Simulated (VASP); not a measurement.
Data:

```
CELL_PARAMETERS angstrom
      1.56141     0.90148     5.07901
     -1.56141     0.90148     5.07901
      0.00000    -1.80296     5.07901
ATOMIC_POSITIONS crystal
  Hf 0.00000 0.00000 0.00000
  Nb 0.50000 0.50000 0.50000
  N  0.74825 0.74825 0.74825
  N  0.25175 0.25175 0.25175
```

Computed with LDA (Ceperley-Alder, Perdew-Zunger), VASP's LDA PAW potentials (set 64) (plane waves; VASP 6.6.1). Run with 520 eV cut-off, Gaussian smearing of 0.050 eV, potentials Hf_pv Nb_sv N.

Problem. Give the energies of bands 10 to 19 at the high-symmetry points, in eV from the Fermi level.

Solution. 
```csv
band,Γ,T,H2,L,S0,F
10,-9.11,-6.73,-7.45,-7.45,-7.52,-9.14
11,-6.76,-6.50,-7.17,-7.08,-7.13,-6.74
12,-6.76,-5.50,-5.88,-5.99,-5.92,-6.70
13,-3.13,-5.50,-5.83,-5.93,-5.90,-5.44
14,-3.13,-5.50,-5.79,-5.52,-5.73,-4.58
15,-3.11,-5.50,-5.77,-5.47,-5.72,-3.77
16,-1.36,-0.49,-0.38,-1.69,-0.50,-3.75
17,-1.36,-0.31,-0.31,-0.65,0.53,2.07
18,-1.31,-0.31,1.39,2.23,0.76,2.22
19,0.79,0.71,2.95,2.40,3.01,2.69
```

It has no gap at this level: it comes out as a metal or semimetal.

The structure comes from a computed database's HfNbN2 entry (R-3m); how it stands against other phases isn't given here. It was relaxed first, which changed the volume by -6 %. The electron count is odd and the run is not spin-polarised, which forces a metal.
